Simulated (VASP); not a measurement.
A cell of Al (fcc) near equilibrium:

```
Al
1.0
    0.00000     2.01772     2.01772
    2.01772     0.00000     2.01772
    2.01772     2.01772     0.00000
Al
1
Direct
  0.00000   0.00000   0.00000
```

Calculation: PBE GGA, VASP's PBE PAW potentials (set 64) (plane waves; VASP 6.6.1).

```tsv
run	ΔE (meV/atom)	σxx	σyy	σzz	largest shear component, with its sign (GPa)	largest force (eV/Å)
as it is	0.0	0.02	0.02	0.02	0.00	0.000
after one change	3.5	-2.21	-2.21	-2.21	0.00	0.000
```
Stress is in GPa, positive when the cell is compressed.

Which change was made?
A) isotropic strain of -0.5 %
B) isotropic strain of +3.0 %
C) isotropic strain of +1.5 %
D) isotropic strain of +1.0 %

D, isotropic strain of +1.0 %

The compound is Al in the fcc structure.
